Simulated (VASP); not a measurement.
# LaSb under strain, part 3 of 4

How does the pressure of LaSb answer to a change of volume? The bands are shown for each cell. All runs use LDA. Left out of this account: 1 further run (self-consistent run: a reference on another mesh). The start is a cell from a database of measured crystal structures.

VASP 6.6.1; LDA; plane waves and PAW (La, Sb).

Still holding for the runs below: Spin-orbit coupling is off here; with elements this heavy it splits and shifts levels by tenths of an eV or more.

So far, pressure (GPa): step 2 (bands, cell as listed) -2.26; step 3 (cell volume +4.0 %) -4.11; step 4 (cell volume +8.0 %) -5.59.

## 5. Bands, sheared, principal strains -1.5, +0.1, +1.4 %

The cell is sheared at fixed volume, which lowers its symmetry.

The input, INCAR:

```
SYSTEM = LaSb
PREC = Accurate
ENCUT = 400
EDIFF = 1E-06
NELM = 100
ISMEAR = -1
SIGMA = 0.05
LREAL = .FALSE.
ALGO = Normal
GGA = CA
NBANDS = 20
LASPH = .TRUE.
LORBIT = 11
LWAVE = .FALSE.
LCHARG = .FALSE.
KPAR = 2
```

The input, POSCAR:

```
LaSb
1.0
    0.0433070000      3.2207170000      3.2279240000
    3.2515550000      0.0226420000      3.2485890000
    3.2909410000      3.2807680000     -0.0167440000
La Sb
1 1
Direct
    0.0000000000      0.0000000000      0.0000000000
    0.5000000000      0.5000000000      0.5000000000
```

The input, KPOINTS:

```
Automatic mesh
0
Gamma
10 10 10
0 0 0
```

The input, KPOINTS_OPT:

```
Line mode
16
Line-mode
Reciprocal
 -0.50000000  -0.50000000  -0.50000000 X
  0.00000000   0.00000000   0.00000000 GAMMA

  0.00000000   0.00000000   0.00000000 GAMMA
  0.00000000   0.00000000   0.50000000 Y

 -0.50000000  -0.50000000   0.00000000 L
  0.00000000   0.00000000   0.00000000 GAMMA

  0.00000000   0.00000000   0.00000000 GAMMA
  0.00000000   0.50000000   0.00000000 Z

 -0.50000000   0.00000000  -0.50000000 N
  0.00000000   0.00000000   0.00000000 GAMMA

  0.00000000   0.00000000   0.00000000 GAMMA
  0.00000000   0.50000000   0.50000000 M

 -0.50000000   0.00000000   0.00000000 R
  0.00000000   0.00000000   0.00000000 GAMMA
```

The projector-augmented-wave data sets are La and Sb (LDA family, release 64).

Started as:

```
mpirun -np 2 vasp_std
```

What it wrote:

```text
[... set-up lines as in an earlier step ...]
 entering main loop
       N       E                     dE             d eps       ncg     rms          rms(c)
DAV:   1     0.113841725174E+03    0.11384E+03   -0.44313E+03 20684   0.762E+02
DAV:   2     0.129473122393E+01   -0.11255E+03   -0.96596E+02 23268   0.154E+02
DAV:   3    -0.120110698267E+02   -0.13306E+02   -0.12796E+02 24136   0.683E+01
DAV:   4    -0.129958317214E+02   -0.98476E+00   -0.97813E+00 34228   0.164E+01
DAV:   5    -0.130081675039E+02   -0.12336E-01   -0.12325E-01 26928   0.165E+00    0.359E+00
DAV:   6    -0.129097748580E+02    0.98393E-01   -0.10273E-01 26680   0.119E+00    0.219E+00
DAV:   7    -0.128896887645E+02    0.20086E-01   -0.51676E-02 27888   0.101E+00    0.730E-01
DAV:   8    -0.128886893682E+02    0.99940E-03   -0.52639E-03 32164   0.445E-01    0.103E-01
DAV:   9    -0.128885606432E+02    0.12872E-03   -0.51194E-04 31896   0.242E-01    0.328E-02
DAV:  10    -0.128885557101E+02    0.49331E-05   -0.58436E-05 27020   0.346E-02    0.198E-02
DAV:  11    -0.128885587059E+02   -0.29958E-05   -0.11176E-05 34952   0.211E-02    0.286E-03
DAV:  12    -0.128885584645E+02    0.24140E-06   -0.76594E-07 21612   0.103E-02
   1 F= -.12888558E+02 E0= -.12887623E+02  d E =-.187000E-02
 Start KPOINTS_OPT (optional k-point list driver)
k-point batch [1-112\112]
       N       E                     dE             ncg
DAV:   1     0.164122273416E+05   -0.18152E+05     4656
DAV:   2     0.338345163278E+04   -0.13029E+05     5220
DAV:   3     0.197518365398E+04   -0.14083E+04     5328
DAV:   4     0.186089954956E+04   -0.11428E+03     7592
DAV:   5     0.185934184395E+04   -0.15577E+01     6260
DAV:   6     0.185922708968E+04   -0.11475E+00     7612
DAV:   7     0.185922573471E+04   -0.13550E-02     6148
DAV:   8     0.185922562494E+04   -0.10976E-03     7028
DAV:   9     0.185922562354E+04   -0.14021E-05     3652
DAV:  10     0.185922562337E+04   -0.16984E-06     3180
```

Run time: 1.9 min. Hardware: 2 MPI ranks of Intel Xeon 6975P-C (Granite Rapids), shared host; peak memory 1.6 GiB.

Parts of OUTCAR (step 5):

```text
   k-points           NKPTS =    504   k-points in BZ     NKDIM =    504   number of bands    NBANDS=     20

   ENCUT  =  400.0 eV  29.40 Ry    5.42 a.u.   7.44  7.50  7.58*2*pi/ulx,y,z

   NELECT =      16.0000    total number of electrons

 E-fermi :   6.5252

 k-point     1 :       0.0000    0.0000    0.0000
  band No.  band energies     occupation
      1     -25.8647      2.00000
      2      -9.5280      2.00000
      3      -9.5203      2.00000
      4      -9.5124      2.00000
      5      -2.4332      2.00000
      6       6.6646      0.11581
      7       6.7119      0.04668
      8       6.7717      0.01433
      9       7.6769      0.00000
     10       7.7627      0.00000
    ...

  Total       -1.0352185     -0.8812425     -0.9929331     -0.2107056      0.0947122     -0.0046932
  in kB      -24.2699321    -20.6600794    -23.2785832     -4.9398359      2.2204575     -0.1100294
  external PRESSURE =     -22.7361982 kB  Pullay stress =       0.0000000 kB

 POSITION                                       TOTAL-FORCE (eV/Angst)
 -----------------------------------------------------------------------------------
      0.00000      0.00000      0.00000        -0.000000     -0.000000     -0.000000
      3.29290      3.26206      3.22988         0.000000      0.000000      0.000000
 -----------------------------------------------------------------------------------
    total drift:                               -0.000000      0.000000      0.000000

  FREE ENERGIE OF THE ION-ELECTRON SYSTEM (eV)
  ---------------------------------------------------
  free  energy   TOTEN  =       -12.8885584645 eV

  energy  without entropy=      -12.8866884673  energy(sigma->0) =      -12.88762347

[... 1 part as in an earlier step ...]

[... 14 further parts left out ...]
```

The path and its labels are those of the sheared lattice, so a letter need not mean the same point as in the unstrained cell.

This step gave:

* irreducible k-points: 504
* symmetry operations: 2
* free energy (TOTEN): -12.89 eV
* energy at zero smearing: -12.89 eV
* Fermi energy: 6.525 eV
* pressure: -2.274 GPa

Electronic bands along the path, in eV, zero at the Fermi level; # counts the bands kept, so #1 is VASP's band 5:

```csv
point,#1,#2,#3,#4,#5,#6,#7,#8
X,-7.65,-3.23,-1.67,-1.53,1.71,1.91,1.93,2.09
0.47 of the way,-8.30,-2.00,-1.09,-0.97,1.39,1.72,1.79,2.08
Γ,-8.96,0.14,0.19,0.25,1.15,1.24,1.36,1.81
0.53 of the way,-8.30,-2.02,-1.05,-0.96,1.39,1.74,1.80,2.08
Y,-7.66,-3.23,-1.61,-1.51,1.71,1.92,1.93,2.09
jump to L,-8.39,-1.47,-0.34,-0.27,-0.19,1.98,2.01,2.05
0.47 of the way,-8.37,-2.13,-0.39,-0.26,0.23,1.95,1.97,1.98
Γ,-8.96,0.14,0.19,0.25,1.15,1.24,1.36,1.81
0.47 of the way,-8.43,-1.66,-0.97,-0.85,1.34,1.62,1.71,2.08
Z,-7.64,-3.22,-1.72,-1.58,1.72,1.91,1.92,2.10
jump to N,-8.39,-1.46,-0.28,-0.27,-0.27,1.98,2.01,2.05
0.47 of the way,-8.36,-2.13,-0.34,-0.34,0.24,1.95,1.96,1.99
Γ,-8.96,0.14,0.19,0.25,1.15,1.24,1.36,1.81
0.47 of the way,-8.44,-2.01,-0.33,-0.27,0.37,1.91,1.93,1.98
M,-8.39,-1.48,-0.30,-0.27,-0.23,1.98,2.01,2.05
jump to R,-7.62,-3.22,-1.74,-1.66,1.72,1.91,1.92,2.10
0.53 of the way,-8.42,-1.63,-0.98,-0.91,1.34,1.62,1.68,2.08
Γ,-8.96,0.14,0.19,0.25,1.15,1.24,1.36,1.81
```

Of the projections kept (La, Sb), the largest for each band there; the rest of the weight can lie on other orbitals:

| point | #1 | #2 | #3 | #4 | #5 | #6 | #7 | #8 |
| --- | --- | --- | --- | --- | --- | --- | --- | --- |
| X | Sb 0.88 | Sb 0.63 | Sb 0.55 | Sb 0.55 | La 0.99 | La 1.00 | La 1.00 | La 1.00 |
| Γ | Sb 0.94 | Sb 0.54 | Sb 0.53 | Sb 0.52 | La 0.94 | La 0.94 | La 0.95 | La 1.00 |
| Y | Sb 0.88 | Sb 0.63 | Sb 0.55 | Sb 0.55 | La 0.99 | La 1.00 | La 1.00 | La 1.00 |
| L | Sb 0.93 | Sb 0.72 | Sb 0.67 | La 0.93 | Sb 0.65 | La 1.00 | La 0.99 | La 1.00 |
| Γ | Sb 0.94 | Sb 0.54 | Sb 0.53 | Sb 0.52 | La 0.94 | La 0.94 | La 0.95 | La 1.00 |
| Z | Sb 0.88 | Sb 0.63 | Sb 0.55 | Sb 0.56 | La 0.99 | La 1.00 | La 1.00 | La 1.00 |

 The pressure is -2.27 GPa, and the symmetry operations fall from 48 to 2.

## 6. Bands, volume times 0.96

The cell is compressed evenly, with fractional positions held.

INCAR is that of step 5.

The input, POSCAR:

```
LaSb
1.0
    0.0000000000      3.2011432725      3.2011432725
    3.2011432725      0.0000000000      3.2011432725
    3.2011432725      3.2011432725      0.0000000000
La Sb
1 1
Direct
    0.0000000000      0.0000000000      0.0000000000
    0.5000000000      0.5000000000      0.5000000000
```

KPOINTS is that of step 5.

The input, KPOINTS_OPT:

```
Line mode
16
Line-mode
Reciprocal
  0.00000000   0.00000000   0.00000000 GAMMA
  0.50000000   0.00000000   0.50000000 X

  0.50000000   0.00000000   0.50000000 X
  0.50000000   0.25000000   0.75000000 W

  0.50000000   0.25000000   0.75000000 W
  0.37500000   0.37500000   0.75000000 K

  0.37500000   0.37500000   0.75000000 K
  0.00000000   0.00000000   0.00000000 GAMMA

  0.00000000   0.00000000   0.00000000 GAMMA
  0.50000000   0.50000000   0.50000000 L

  0.50000000   0.50000000   0.50000000 L
  0.62500000   0.25000000   0.62500000 U

  0.62500000   0.25000000   0.62500000 U
  0.50000000   0.25000000   0.75000000 W

  0.50000000   0.25000000   0.75000000 W
  0.50000000   0.50000000   0.50000000 L

  0.50000000   0.50000000   0.50000000 L
  0.37500000   0.37500000   0.75000000 K

  0.62500000   0.25000000   0.62500000 U
  0.50000000   0.00000000   0.50000000 X
```

Started as:

```
mpirun -np 2 vasp_std
```

What it wrote:

```text
[... set-up lines as in an earlier step ...]
 entering main loop
       N       E                     dE             d eps       ncg     rms          rms(c)
DAV:   1     0.111170802265E+03    0.11117E+03   -0.44430E+03  1948   0.757E+02
DAV:   2     0.135903294904E+01   -0.10981E+03   -0.94362E+02  2096   0.154E+02
DAV:   3    -0.119911715971E+02   -0.13350E+02   -0.12824E+02  2268   0.679E+01
DAV:   4    -0.130150838600E+02   -0.10239E+01   -0.10174E+01  3184   0.166E+01
DAV:   5    -0.130248839660E+02   -0.98001E-02   -0.97944E-02  2524   0.162E+00    0.374E+00
DAV:   6    -0.129341496223E+02    0.90734E-01   -0.82944E-02  2468   0.108E+00    0.229E+00
DAV:   7    -0.129126803164E+02    0.21469E-01   -0.49970E-02  2568   0.106E+00    0.669E-01
DAV:   8    -0.129115907061E+02    0.10896E-02   -0.51154E-03  2940   0.377E-01    0.103E-01
DAV:   9    -0.129115136640E+02    0.77042E-04   -0.39653E-04  3140   0.201E-01    0.293E-02
DAV:  10    -0.129115120792E+02    0.15848E-05   -0.35109E-05  2720   0.271E-02    0.174E-02
DAV:  11    -0.129115144156E+02   -0.23364E-05   -0.66668E-06  3200   0.152E-02    0.229E-03
DAV:  12    -0.129115143281E+02    0.87476E-07   -0.24213E-07  1400   0.588E-03
   1 F= -.12911514E+02 E0= -.12910471E+02  d E =-.208606E-02
 Start KPOINTS_OPT (optional k-point list driver)
k-point batch [1-47\160]
       N       E                     dE             ncg
DAV:   1     0.234408847351E+04   -0.15713E+05     1904
DAV:   2    -0.279027553815E+04   -0.51344E+04     2244
DAV:   3    -0.339955638110E+04   -0.60928E+03     2292
DAV:   4    -0.344419532025E+04   -0.44639E+02     3136
DAV:   5    -0.344498436906E+04   -0.78905E+00     2620
DAV:   6    -0.344501589433E+04   -0.31525E-01     3168
DAV:   7    -0.344501634078E+04   -0.44645E-03     2556
DAV:   8    -0.344501637710E+04   -0.36320E-04     2652
DAV:   9    -0.344501637748E+04   -0.38496E-06     1416
[...]
k-point batch [142-160\160]
       N       E                     dE             ncg
DAV:   1     0.125904522873E+05   -0.74697E+04      772
DAV:   2     0.105998730739E+05   -0.19906E+04      892
DAV:   3     0.103541504823E+05   -0.24572E+03      912
DAV:   4     0.103381568913E+05   -0.15994E+02     1272
DAV:   5     0.103378153069E+05   -0.34158E+00     1052
DAV:   6     0.103378040464E+05   -0.11260E-01     1308
DAV:   7     0.103378038716E+05   -0.17477E-03     1000
DAV:   8     0.103378038580E+05   -0.13640E-04     1016
DAV:   9     0.103378038575E+05   -0.44522E-06      604
```

Run time: 34 s. Hardware: 2 MPI ranks; peak memory 0.41 GiB; 65 s of CPU time.

Parts of OUTCAR (step 6):

```text
   ENCUT  =  400.0 eV  29.40 Ry    5.42 a.u.   7.38  7.38  7.38*2*pi/ulx,y,z

   NELECT =      16.0000    total number of electrons

 E-fermi :   6.9098

 k-point     1 :       0.0000    0.0000    0.0000
  band No.  band energies     occupation
      1     -25.3357      2.00000
      2      -9.0028      2.00000
      3      -9.0028      2.00000
      4      -9.0028      2.00000
      5      -2.1407      2.00000
      6       7.1379      0.02067
      7       7.1379      0.02067
      8       7.1379      0.02067
      9       8.1705      0.00000
     10       8.1705      0.00000
    ...

  Total        0.0089072      0.0089072      0.0089072     -0.0000000      0.0000000      0.0000000
  in kB        0.2175239      0.2175239      0.2175239     -0.0000000      0.0000000      0.0000000
  external PRESSURE =       0.2175239 kB  Pullay stress =       0.0000000 kB

 POSITION                                       TOTAL-FORCE (eV/Angst)
 -----------------------------------------------------------------------------------
      0.00000      0.00000      0.00000         0.000000      0.000000     -0.000000
      3.20114      3.20114      3.20114        -0.000000     -0.000000      0.000000
 -----------------------------------------------------------------------------------
    total drift:                               -0.000000      0.000000      0.000000

  FREE ENERGIE OF THE ION-ELECTRON SYSTEM (eV)
  ---------------------------------------------------
  free  energy   TOTEN  =       -12.9115143281 eV

  energy  without entropy=      -12.9094282660  energy(sigma->0) =      -12.91047130

[... 4 parts as in an earlier step ...]

[... 12 further parts left out ...]
```

Numbers from this step:

| Quantity | Value |
| --- | --- |
| irreducible k-points | 47 |
| symmetry operations | 48 |
| free energy (TOTEN) | -12.91 eV |
| energy at zero smearing | -12.91 eV |
| Fermi energy | 6.910 eV |
| pressure | 0.02175 GPa |

The electronic bands at the labelled points (eV, zero at the Fermi level; # counts the bands kept, so #1 is VASP's band 5):

```
          point     #1     #2     #3     #4     #5    #6    #7    #8
              Γ  -9.05   0.23   0.23   0.23   1.26  1.26  1.26  1.94
0.47 of the way  -8.48  -2.07  -0.28  -0.28   0.33  2.05  2.05  2.10
              X  -8.47  -1.43  -0.34  -0.22  -0.22  2.12  2.16  2.21
0.53 of the way  -8.29  -1.44  -1.18  -1.05   0.85  2.06  2.15  2.20
              W  -8.13  -1.79  -1.36  -1.36   1.71  1.71  2.17  2.17
0.53 of the way  -8.15  -1.83  -1.42  -1.15   1.27  1.97  2.15  2.19
              K  -8.16  -1.87  -1.44  -1.00   1.00  2.08  2.09  2.19
0.47 of the way  -8.14  -2.40  -1.41  -0.98   1.66  1.75  2.06  2.16
              Γ  -9.05   0.23   0.23   0.23   1.26  1.26  1.26  1.94
0.47 of the way  -8.47  -1.70  -0.92  -0.92   1.39  1.74  1.74  2.23
              L  -7.59  -3.32  -1.69  -1.69   1.82  2.06  2.06  2.26
0.53 of the way  -7.85  -2.77  -1.52  -1.44   1.67  2.00  2.05  2.22
              U  -8.16  -1.87  -1.44  -1.00   1.00  2.08  2.09  2.19
0.47 of the way  -8.15  -1.83  -1.42  -1.15   1.27  1.97  2.15  2.19
              W  -8.13  -1.79  -1.36  -1.36   1.71  1.71  2.17  2.17
0.47 of the way  -7.90  -2.62  -1.48  -1.41   1.75  1.85  2.10  2.20
              L  -7.59  -3.32  -1.69  -1.69   1.82  2.06  2.06  2.26
0.47 of the way  -7.80  -2.89  -1.55  -1.50   1.72  1.99  2.05  2.22
              K  -8.16  -1.87  -1.44  -1.00   1.00  2.08  2.09  2.19
      jump to U  -8.16  -1.87  -1.44  -1.00   1.00  2.08  2.09  2.19
0.53 of the way  -8.39  -1.43  -0.97  -0.46   0.28  2.11  2.15  2.20
              X  -8.47  -1.43  -0.34  -0.22  -0.22  2.12  2.16  2.21
```

Of the projections kept (La, Sb), the largest for each band there; the rest of the weight can lie on other orbitals:

```csv
point,#1,#2,#3,#4,#5,#6,#7,#8
Γ,Sb 0.93,Sb 0.53,Sb 0.53,Sb 0.53,La 0.94,La 0.94,La 0.94,La 1.00
X,Sb 0.92,Sb 0.71,La 0.93,Sb 0.65,Sb 0.65,La 1.00,La 0.99,La 1.00
W,Sb 0.90,Sb 0.62,Sb 0.60,Sb 0.60,La 0.94,La 0.94,La 1.00,La 1.00
K,Sb 0.90,Sb 0.60,Sb 0.65,Sb 0.60,La 0.86,La 1.00,La 0.99,La 1.00
Γ,Sb 0.93,Sb 0.53,Sb 0.53,Sb 0.53,La 0.94,La 0.94,La 0.94,La 1.00
L,Sb 0.86,Sb 0.62,Sb 0.55,Sb 0.55,La 0.99,La 0.99,La 0.99,La 1.00
```

 The pressure is 0.02 GPa.

Between step 2 and this run (cell volume -4.0 %) the value for the pressure moves from -2.26 GPa to 0.0218 GPa.

(Part 3 of 4 ends here.)

[Lines on the potential files, build, host, timing and source positions are cut from VASP's logs without a mark.]

[Logs are printed without paths, hosts, clocks, repeated set-up lines and the standing remarks that a program may print on its own settings, such as how far it seeks lower states.]

[Hosts, paths, dates, database ids (printed as entryN), source tags and the programs' standing remarks are cut or masked in the printed files.]

[A measured line is paired with the nearest computed mode of its activity, which favours agreement.]
